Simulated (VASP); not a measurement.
Method: PBEsol GGA, VASP's PBE PAW potentials (set 64) (plane waves; VASP).

VASP input:

File KPOINTS:
```
Automatic mesh
0
Gamma
12 12 12
0 0 0
```

**INCAR**
```
SYSTEM = AuZn
PREC = Accurate; ENCUT = 500; LREAL = .FALSE.
LASPH = .TRUE.
EDIFF = 1E-6; NELM = 100; ALGO = Normal
LMAXMIX = 6
ISMEAR = 1; SIGMA = 0.1
GGA = PS
IBRION = 2; NSW = 40; ISIF = 3
EDIFFG = -0.02; PSTRESS = 100
LWAVE = .FALSE.; LCHARG = .FALSE.
```

POSCAR:
```
AuZn
1
    3.0967544184     0.0000000000     0.0000000000
    0.0000000000     3.0967544184     0.0000000000
    0.0000000000     0.0000000000     3.0967544184
Zn Au
1 1
Direct
  0.5000000000   0.5000000000   0.5000000000
  0.0000000000   0.0000000000   0.0000000000
```

POTCAR, in this order: Zn Au (PBE.64 set). Program: vasp_std.

Output

### OSZICAR
```
       N       E                     dE             d eps       ncg     rms          rms(c)
DAV:   1     0.124816555374E+03    0.12482E+03   -0.11636E+04  2592   0.196E+03
DAV:   2    -0.260434408887E+01   -0.12742E+03   -0.12335E+03  2646   0.342E+02
DAV:   3    -0.650392136455E+01   -0.38996E+01   -0.38752E+01  3031   0.690E+01
DAV:   4    -0.652921182508E+01   -0.25290E-01   -0.25289E-01  2933   0.474E+00
DAV:   5    -0.652947568538E+01   -0.26386E-03   -0.26386E-03  3115   0.511E-01    0.100E+01
DAV:   6    -0.598334986023E+01    0.54613E+00   -0.18377E+00  2660   0.171E+01    0.604E+00
DAV:   7    -0.595085544608E+01    0.32494E-01   -0.47366E-02  3379   0.416E+00    0.312E+00
DAV:   8    -0.594066804137E+01    0.10187E-01   -0.76721E-03  3031   0.111E+00    0.131E-01
DAV:   9    -0.594069463682E+01   -0.26595E-04   -0.36502E-04  2933   0.247E-01    0.562E-02
DAV:  10    -0.594070226236E+01   -0.76255E-05   -0.22356E-05  3347   0.874E-02    0.157E-02
DAV:  11    -0.594070215694E+01    0.10542E-06   -0.54627E-06  2499   0.495E-02
   1 F= -.40871291E+01 E0= -.40869758E+01  d E =-.408713E+01
       N       E                     dE             d eps       ncg     rms          rms(c)
DAV:   1    -0.723322399233E+01   -0.12925E+01   -0.20216E+01  2653   0.845E+01    0.825E+00
DAV:   2    -0.590674321117E+01    0.13265E+01   -0.45347E+00  2856   0.642E+01    0.251E+00
DAV:   3    -0.582694867672E+01    0.79795E-01   -0.36548E-01  2941   0.125E+01    0.171E+00
DAV:   4    -0.581134175212E+01    0.15607E-01   -0.13555E-02  3754   0.430E+00    0.112E+00
DAV:   5    -0.579790506552E+01    0.13437E-01   -0.12254E-02  3734   0.386E+00    0.126E-01
DAV:   6    -0.579789565927E+01    0.94062E-05   -0.23142E-03  2887   0.806E-01    0.400E-02
DAV:   7    -0.579790803186E+01   -0.12373E-04   -0.97066E-05  2779   0.961E-02    0.125E-02
DAV:   8    -0.579790678582E+01    0.12460E-05   -0.67460E-06  2726   0.379E-02    0.169E-03
DAV:   9    -0.579790665462E+01    0.13120E-06   -0.47786E-07  1351   0.836E-03
   2 F= -.40685053E+01 E0= -.40683493E+01  d E =0.186238E-01
       N       E                     dE             d eps       ncg     rms          rms(c)
DAV:   1    -0.639798989648E+01   -0.60008E+00   -0.74692E+00  2548   0.563E+01    0.459E+00
DAV:   2    -0.594811040197E+01    0.44988E+00   -0.13409E+00  2933   0.263E+01    0.190E+00
DAV:   3    -0.591408868891E+01    0.34022E-01   -0.74153E-02  2725   0.311E+00    0.119E+00
DAV:   4    -0.590518035012E+01    0.89083E-02   -0.62286E-03  3690   0.220E+00    0.365E-01
DAV:   5    -0.590385210306E+01    0.13282E-02   -0.15305E-03  2971   0.475E-01    0.327E-02
DAV:   6    -0.590386096836E+01   -0.88653E-05   -0.11592E-04  2681   0.135E-01    0.191E-02
DAV:   7    -0.590386338403E+01   -0.24157E-05   -0.77438E-06  3323   0.147E-01    0.473E-03
DAV:   8    -0.590386336571E+01    0.18317E-07   -0.41158E-06  2121   0.331E-02
   3 F= -.41003182E+01 E0= -.41001430E+01  d E =-.131891E-01
```

File OUTCAR:
```
------------------------ aborting loop because EDIFF is reached ----------------------------------------
  FORCE on cell =-STRESS in cart. coord.  units (eV):
  Direction    XX          YY          ZZ          XY          YZ          ZX
  --------------------------------------------------------------------------------------
  Total        1.7942054      1.7942054      1.7942054      0.0000000      0.0000000     -0.0000000
  in kB       99.4821435     99.4821435     99.4821435      0.0000000      0.0000000     -0.0000000
  external PRESSURE =      -0.5178565 kB  Pullay stress =     100.0000000 kB
  volume of cell :       28.90
      direct lattice vectors                 reciprocal lattice vectors
     3.068639494  0.000000000  0.000000000     0.325877315  0.000000000 -0.000000000
     0.000000000  3.068639494  0.000000000    -0.000000000  0.325877315  0.000000000
     0.000000000 -0.000000000  3.068639494    -0.000000000 -0.000000000  0.325877315
 POSITION                                       TOTAL-FORCE (eV/Angst)
 -----------------------------------------------------------------------------------
      1.53432      1.53432      1.53432         0.000000     -0.000000      0.000000
      0.00000      0.00000      0.00000        -0.000000      0.000000      0.000000
 -----------------------------------------------------------------------------------
    total drift:                                0.000000      0.000000     -0.000000
  FREE ENERGIE OF THE ION-ELECTRON SYSTEM (eV)
  ---------------------------------------------------
  free  energy   TOTEN  =        -5.9038633657 eV

  energy  without entropy=       -5.9033379608  energy(sigma->0) =       -5.90368823
  enthalpy is  TOTEN    =        -4.1003181772 eV   P V=        1.8035451886

 reached required accuracy - stopping structural energy minimisation
```
(Selected blocks of OUTCAR.)

**CONTCAR**
```
AuZn
   1.00000000000000
     3.0686394940497945    0.0000000000000000    0.0000000000000000
     0.0000000000000000    3.0686394940497945    0.0000000000000000
     0.0000000000000000   -0.0000000000000000    3.0686394940497945
  Zn              Au
     1     1
Direct
     0.5000000000000000    0.5000000000000000    0.5000000000000000
     0.0000000000000000    0.0000000000000000    0.0000000000000000
```

Energy and stress use the plane-wave basis of the starting cell.

The compound is AuZn in the CsCl type structure. This run relaxes it under an external pressure of 10 GPa. Symmetry was kept, so distortions that lower it aren't found. The electron count is odd and the run is not spin-polarised, which forces a metal.
